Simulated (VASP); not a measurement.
A cell of WC (wc) near equilibrium:

```
CELL_PARAMETERS angstrom
      1.45853    -2.52625     0.00000
      1.45853     2.52625     0.00000
      0.00000     0.00000     2.83996
ATOMIC_POSITIONS crystal
  W  0.00000 0.00000 0.00000
  C  0.33333 0.66667 0.50000
```

The numbers are results of r2SCAN meta-GGA, VASP's PBE PAW potentials (set 64) (plane waves; VASP), not measurements.

```
run               ΔE (meV/atom)     σxx    σyy    σzz  largest shear component, with its sign (GPa)  largest force (eV/Å)
----------------  -------------  ------  -----  -----  --------------------------------------------  --------------------
as it is                    0.0   -0.24  -0.24   0.29                                          0.00                 0.000
after one change           20.1  -20.06  -7.08  -4.55                                          0.00                 0.122
```
Stress is in GPa, positive when the cell is compressed.

Problem. Which change was made?
A) atom 1 (W) moved by 0.100 Å along z
B) isotropic strain of +2.0 %
C) uniaxial strain of +3.0 % along x
D) atom 1 (W) moved by 0.075 Å along z

Solution. C, uniaxial strain of +3.0 % along x

The compound is WC in the wc structure.
